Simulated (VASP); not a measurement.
All values below come from PBEsol GGA, VASP's PBE PAW potentials (set 64) (plane waves; VASP 6.6.1).

The input files of a VASP run:

### INCAR
```
SYSTEM = NiSb
PREC = Accurate; ENCUT = 520; LREAL = .FALSE.
LASPH = .TRUE.
EDIFF = 1E-7; NELM = 100; ALGO = Normal
LMAXMIX = 4
ISMEAR = 1; SIGMA = 0.1
GGA = PS
IBRION = 2; NSW = 30; ISIF = 4
EDIFFG = -0.01
LWAVE = .FALSE.; LCHARG = .FALSE.
```

File KPOINTS:
```
Automatic
0
G
9 9 6
0 0 0
```

### POSCAR
```
NiSb
1.0
  1.9756340733  -3.4218987546   0.0000000000
  1.9756340733   3.4218987546   0.0000000000
  0.0000000000   0.0000000000   5.1272835936
Ni Sb
2 2
direct
  0.0000000000   0.0000000000   0.5000000000
  0.0000000000   0.0000000000   0.0000000000
  0.3333330000   0.6666670000   0.2500000000
  0.6666670000   0.3333330000   0.7500000000
```

POTCAR, in this order: Ni Sb (PBE.64 set). Program: vasp_std.

Output of the run:

OSZICAR:
```
       N       E                     dE             d eps       ncg     rms          rms(c)
DAV:   1     0.168696730522E+03    0.16870E+03   -0.12612E+04  1824   0.163E+03
DAV:   2    -0.147951612258E+02   -0.18349E+03   -0.17803E+03  1833   0.321E+02
DAV:   3    -0.241539086740E+02   -0.93587E+01   -0.90145E+01  2107   0.895E+01
DAV:   4    -0.244303638091E+02   -0.27646E+00   -0.27458E+00  2091   0.143E+01
DAV:   5    -0.244388465670E+02   -0.84828E-02   -0.84784E-02  2214   0.262E+00    0.143E+01
DAV:   6    -0.277818609786E+02   -0.33430E+01   -0.45406E+01  2002   0.122E+02    0.193E+01
DAV:   7    -0.226770486475E+02    0.51048E+01   -0.16131E+01  1994   0.838E+01    0.406E+00
DAV:   8    -0.227238598826E+02   -0.46811E-01   -0.19684E+00  2521   0.132E+01    0.269E+00
DAV:   9    -0.226619540399E+02    0.61906E-01   -0.28463E-01  2050   0.883E+00    0.599E-01
DAV:  10    -0.226624291719E+02   -0.47513E-03   -0.78214E-03  2031   0.968E-01    0.480E-01
DAV:  11    -0.226618406226E+02    0.58855E-03   -0.62212E-04  2112   0.255E-01    0.131E-01
DAV:  12    -0.226616700326E+02    0.17059E-03   -0.43785E-04  2487   0.367E-01    0.330E-02
DAV:  13    -0.226616723871E+02   -0.23545E-05   -0.50087E-05  1917   0.498E-02    0.273E-02
DAV:  14    -0.226616718829E+02    0.50413E-06   -0.20923E-06  2083   0.132E-02    0.567E-03
DAV:  15    -0.226616717390E+02    0.14388E-06   -0.22098E-07  1353   0.499E-03    0.105E-03
DAV:  16    -0.226616716909E+02    0.48151E-07   -0.57475E-08  1014   0.300E-03
   1 F= -.22661672E+02 E0= -.22661336E+02  d E =-.226617E+02
       N       E                     dE             d eps       ncg     rms          rms(c)
DAV:   1    -0.226617968464E+02   -0.12511E-03   -0.28448E-03  1899   0.431E-01    0.661E-02
DAV:   2    -0.226617444403E+02    0.52406E-04   -0.15854E-04  2432   0.226E-01    0.472E-02
DAV:   3    -0.226617313026E+02    0.13138E-04   -0.17811E-04  2012   0.256E-01    0.389E-02
DAV:   4    -0.226617086315E+02    0.22671E-04   -0.49086E-05  2307   0.125E-01    0.426E-03
DAV:   5    -0.226617088072E+02   -0.17566E-06   -0.50578E-06  1940   0.284E-02    0.250E-03
DAV:   6    -0.226617087634E+02    0.43806E-07   -0.16102E-07  1221   0.628E-03
   2 F= -.22661709E+02 E0= -.22661367E+02  d E =-.370725E-04
```

File OUTCAR:
```
------------------------ aborting loop because EDIFF is reached ----------------------------------------
  FORCE on cell =-STRESS in cart. coord.  units (eV):
  Direction    XX          YY          ZZ          XY          YZ          ZX
  --------------------------------------------------------------------------------------
  Total       -1.5278214     -1.5278215     -1.5623866      0.0000000      0.0000000     -0.0000000
  in kB      -35.3095485    -35.3095517    -36.1083864      0.0000000      0.0000000     -0.0000000
  external PRESSURE =     -35.5758289 kB  Pullay stress =       0.0000000 kB
  volume of cell :       69.33
      direct lattice vectors                 reciprocal lattice vectors
     1.976270172 -3.423000503 -0.000000000     0.253001845 -0.146070677  0.000000000
     1.976270172  3.423000503 -0.000000000     0.253001845  0.146070677 -0.000000000
     0.000000000  0.000000000  5.123983516     0.000000000  0.000000000  0.195160659
 POSITION                                       TOTAL-FORCE (eV/Angst)
 -----------------------------------------------------------------------------------
      3.95254      0.00000      2.56199         0.000000     -0.000000      0.000000
      3.95254      0.00000      5.12398         0.000000     -0.000000      0.000000
      1.97627      1.14100      1.28100         0.000000     -0.000000     -0.000000
      1.97627     -1.14100      3.84299        -0.000000      0.000000      0.000000
 -----------------------------------------------------------------------------------
    total drift:                                0.000000      0.000000      0.000000
  FREE ENERGIE OF THE ION-ELECTRON SYSTEM (eV)
  ---------------------------------------------------
  free  energy   TOTEN  =       -22.6617087634 eV

  energy  without entropy=      -22.6606839186  energy(sigma->0) =      -22.66136715

 reached required accuracy - stopping structural energy minimisation
```
(Selected blocks of OUTCAR.)

CONTCAR:
```
NiSb
   1.00000000000000
     1.9762701715589053   -3.4230005032784812   -0.0000000000000000
     1.9762701715589053    3.4230005032784812   -0.0000000000000000
     0.0000000000000000    0.0000000000000000    5.1239835158661178
  Ni              Sb
     2     2
Direct
     1.0000000000000000    1.0000000000000000    0.5000000000000000
     1.0000000000000000    1.0000000000000000    1.0000000000000000
     0.3333330000000032    0.6666669999999968    0.2500000000000000
     0.6666669999999968    0.3333330000000032    0.7500000000000000
```

The compound is NiSb in the NiAs type structure. This cell is one point of a volume scan, at 1.03 of the reference volume. Symmetry was kept, so distortions that lower it aren't found. The run is not spin-polarised, so no magnetic state was tried.
